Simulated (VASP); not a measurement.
# FAlSeH2 in VASP: reference runs

How does FAlSeH2 come out in PBE? The cell is run as given.

Program: VASP 6.6.1. These are calculated values, not measurements. Logs are shortened: lines on timing, memory, paths and dates and some standing lists are left out, and cuts for length are marked.

### 1 Starting point

The cell holds a molecule in a box, 5 atoms: a = 12.000 Å, b = 13.000 Å, c = 13.000 Å, α = 90.00°, β = 90.00°, γ = 90.00°.

### 2 Single point, PBE

File INCAR:

```
PREC = Accurate
ENCUT = 520
EDIFF = 1E-7
ISMEAR = 0
SIGMA = 0.01
LREAL = F
LASPH = T
NELM = 100
ALGO = Normal
ISIF = 2
LWAVE = F
LCHARG = F
GGA = PE
NBANDS = 17
```

File KPOINTS:

```
Automatic mesh
0
Gamma
  1 1 1
```

File POSCAR:

```
AlH2SeF
1.0
   12.0000000000      0.0000000000      0.0000000000
    0.0000000000     13.0000000000      0.0000000000
    0.0000000000      0.0000000000     13.0000000000
F Al Se H
1 1 1 2
Direct
    0.4051041700      0.4549846200      0.6203846200
    0.4737625000      0.4686230800      0.5115769200
    0.5537958300      0.6272461500      0.4844461500
    0.4810291700      0.3759846200      0.4343692300
    0.5970625000      0.5915000000      0.3848461500
```

Potentials or basis: VASP PAW PBE potentials, release 64 (F, Al, Se, H).

Launch:

```bash
$ cat potpaw_PBE.64/F/POTCAR potpaw_PBE.64/Al/POTCAR potpaw_PBE.64/Se/POTCAR potpaw_PBE.64/H/POTCAR > POTCAR
$ mpirun -np 1 vasp_gam > vasp.out
```

OUTCAR:

```text
PREC = Accurate
   ENCUT = 520
   EDIFF = 1E-7
   ISMEAR = 0
   LREAL = F
   LASPH = T
   NELM = 100
   ISIF = 2
   GGA = PE

 ion  position               nearest neighbor table
   1  0.405  0.455  0.620-   2 1.65
   2  0.474  0.469  0.512-   4 1.57   1 1.65   3 2.30
   3  0.554  0.627  0.484-   5 1.47   2 2.30
   4  0.481  0.376  0.434-   2 1.57
   5  0.597  0.592  0.385-   3 1.47

  LATTYP: Found a simple tetragonal cell.
 ALAT       =    13.0000000000
 C/A-ratio  =     0.9230769231

  Lattice vectors:

 A1 = (   0.0000000000,  13.0000000000,   0.0000000000)
 A2 = (   0.0000000000,   0.0000000000,  13.0000000000)
 A3 = (  12.0000000000,   0.0000000000,   0.0000000000)

Analysis of symmetry for initial positions (statically):
=====================================================================
 Subroutine PRICEL returns:
 Original cell was already a primitive cell.

 Routine SETGRP: Setting up the symmetry group for a
 simple tetragonal supercell.

 Subroutine GETGRP returns: Found  1 space group operations
 (whereof  1 operations were pure point group operations)
 out of a pool of 16 trial point group operations.

The static configuration has the point symmetry C_1 .

Analysis of symmetry for dynamics (positions and initial velocities):
=====================================================================
 Subroutine PRICEL returns:
 Original cell was already a primitive cell.

 Routine SETGRP: Setting up the symmetry group for a
 simple tetragonal supercell.

 Subroutine GETGRP returns: Found  1 space group operations
 (whereof  1 operations were pure point group operations)
 out of a pool of 16 trial point group operations.

The dynamic configuration has the point symmetry C_1 .

 Subroutine INISYM returns: Found  1 space group operations
 (whereof  1 operations are pure point group operations),
 and found     1 'primitive' translations

----------------------------------------------------------------------------------------

                                     Primitive cell

  volume of cell :    2028.0000

  direct lattice vectors                    reciprocal lattice vectors
    12.000000000  0.000000000  0.000000000     0.083333333  0.000000000  0.000000000
[... 67 lines left out ...]
   NELM   =    100;   NELMIN=  2; NELMDL= -5     # of ELM steps
   EDIFF  = 0.1E-06   stopping-criterion for ELM
   LREAL  =      F    real-space projection
   EDIFFG = 0.1E-05   stopping-criterion for IOM
   NSW    =      0    number of steps for IOM
   IBRION =     -1    ionic relax: 0-MD 1-quasi-New 2-CG
   NFREE  =      0    steps in history (QN), initial steepest desc. (CG)
   ISIF   =      2    stress and relaxation
   ISYM   =      2    0-nonsym 1-usesym 2-fastsym
   POTIM  = 0.5000    time-step for ionic-motion
   TEBEG  =    0.0;   TEEND  =   0.0 temperature during run
   PSTRESS=    0.0 pullay stress
   NELECT =      18.0000    total number of electrons
   NUPDOWN=      -1.0000    fix difference up-down
   EMIN   =  10.00;   EMAX   =-10.00  energy-range for DOS
   EFERMI =   0.00;   METHOD = LEGACY
   ISMEAR =     0;   SIGMA  =   0.01  broadening in eV -4-tet -1-fermi 0-gaus
   EFERMI_NEDOS =   21; number of points for ismear=-14 and -15
   IALGO  =     38    algorithm
   IMIX   =      4    mixing-type and parameters
     AMIX     =   0.40;   BMIX     =  1.00
     AMIX_MAG =   1.60;   BMIX_MAG =  1.00
  volume/ion in A,a.u.               =     405.60      2737.12
  Fermi-wavevector in a.u.,A,eV,Ry     =   0.338956  0.640534  1.563187  0.114891
  Thomas-Fermi vector in A             =   1.241439
   LORBIT       =      0    0 simple, 1 ext, 2 COOP (PROOUT), +10 PAW based schemes
   GGA     = PE    functional components
   LHFCALC =     F    Hartree Fock is set to
   AEXX    =    0.0000 exact exchange contribution
   IVDW    =     0    specifies the selected vdW correction
   LEPSILON=     F    determine dielectric tensor
   LRPA    =     F    only Hartree local field effects (RPA)
 non-spin polarized calculation
 Gauss-broadening in eV      SIGMA  =   0.01
  energy-cutoff  :      520.00
  volume of cell :     2028.00
 maximum number of plane-waves:     27285
 NGX is ok and might be reduce to    90
   NGX = 45   NGY = 49   NGZ = 49

 number of electron      17.9999995 magnetization

 Free energy of the ion-electron system (eV)
  ---------------------------------------------------
  ext. energy  EPLUGINS =         0.00000000
  ---------------------------------------------------
  free energy    TOTEN  =       -19.77827463 eV

  energy without entropy =      -19.77827463  energy(sigma->0) =      -19.77827463

 E-fermi :  -6.1942     XC(G=0):  -0.7025

 val. band max:       -6.2662679138   @ k =   0.0000   0.0000   0.0000
 cond. band min:      -1.5936388067   @ k =   0.0000   0.0000   0.0000
 fundamental gap:      4.6726291072
 Fermi energy:        -6.1942476174

 k-point     1 :       0.0000    0.0000    0.0000
  band No.  band energies     occupation
      1     -28.4507      2.00000
      2     -17.8775      2.00000
      3     -11.0550      2.00000
      4      -9.8359      2.00000
      5      -9.5113      2.00000
      6      -9.2859      2.00000
[... 9 lines left out ...]
     16       0.7709      0.00000
     17       0.7860      0.00000

------------------------ aborting loop because EDIFF is reached ----------------------------------------

  FORCE on cell =-STRESS in cart. coord.  units (eV):
  Direction    XX          YY          ZZ          XY          YZ          ZX
  --------------------------------------------------------------------------------------
  -------------------------------------------------------------------------------------
  Total        0.2732940      0.4375155      1.0006878      0.1368847      0.0968099     -0.5385738
  in kB        0.2159100      0.3456496      0.7905717      0.1081428      0.0764826     -0.4254885
  external PRESSURE =       0.4507104 kB  Pullay stress =       0.0000000 kB

 VOLUME and BASIS-vectors are now :
 -----------------------------------------------------------------------------
  energy-cutoff  :      520.00
  volume of cell :     2028.00
      direct lattice vectors                 reciprocal lattice vectors
    12.000000000  0.000000000  0.000000000     0.083333333  0.000000000  0.000000000
     0.000000000 13.000000000  0.000000000     0.000000000  0.076923077  0.000000000
     0.000000000  0.000000000 13.000000000     0.000000000  0.000000000  0.076923077

 POSITION                                       TOTAL-FORCE (eV/Angst)
 -----------------------------------------------------------------------------------
      4.86125      5.91480      8.06500        -0.291465     -0.057804      0.500799
      5.68515      6.09210      6.65050         0.233827     -0.011641     -0.441849
      6.64555      8.15420      6.29780        -0.023643      0.274315      0.236057
      5.77235      4.88780      5.64680        -0.001722     -0.091819     -0.060787
      7.16475      7.68950      5.00300         0.083003     -0.113052     -0.234220
 -----------------------------------------------------------------------------------
    total drift:                               -0.000946      0.001108     -0.000519

  FREE ENERGIE OF THE ION-ELECTRON SYSTEM (eV)
  ---------------------------------------------------
  free  energy   TOTEN  =       -19.7782746309 eV

  energy  without entropy=      -19.7782746309  energy(sigma->0) =      -19.77827463
```

OSZICAR:

```text
N       E                     dE             d eps       ncg     rms          rms(c)
DAV:   1     0.156245088498E+03    0.15625E+03   -0.42775E+03    42   0.588E+02
DAV:   2     0.337904817316E+02   -0.12245E+03   -0.11541E+03    60   0.113E+02
DAV:   3    -0.173091142941E+02   -0.51100E+02   -0.50584E+02    43   0.832E+01
[... 19 lines left out ...]
DAV:  23    -0.197782733795E+02   -0.12867E-05   -0.18635E-08    43   0.541E-04    0.898E-05
DAV:  24    -0.197782742633E+02   -0.88379E-06   -0.13748E-08    27   0.439E-04    0.650E-05
DAV:  25    -0.197782744498E+02   -0.18651E-06    0.79954E-11    43   0.228E-04    0.398E-05
DAV:  26    -0.197782746221E+02   -0.17229E-06   -0.23675E-09    26   0.280E-04    0.318E-05
DAV:  27    -0.197782746309E+02   -0.88949E-08    0.35648E-09    44   0.104E-04
   1 F= -.19778275E+02 E0= -.19778275E+02  d E =-.167843E-24
```

stdout:

```text
POSCAR found type information on POSCAR F AlSeH
 POSCAR found :  4 types and       5 ions
 scaLAPACK will be used
 LDA part: xc-table for (Slater+PW92), standard interpolation
 POSCAR, INCAR and KPOINTS ok, starting setup
 FFT: planning ... GRIDC
 FFT: planning ... GRID_SOFT
 FFT: planning ... GRID
 WAVECAR not read
 entering main loop
```

It took 2.9 min on 1 thread of Intel Xeon Platinum 8375C at 2.90GHz (Ice Lake), shared host; peak memory 1.5 GiB.

What came out:

| Item | Value |
| --- | --- |
| Free energy | -19.7783 eV |
| Largest force | 0.582 eV/Å |
| Gap between the frontier levels | 4.67 eV |

Forces in eV/Å, atoms in the order of the input:
```
F   -0.291 -0.058  0.501
Al   0.234 -0.012 -0.442
Se  -0.024  0.274  0.236
H   -0.002 -0.092 -0.061
H    0.083 -0.113 -0.234
```
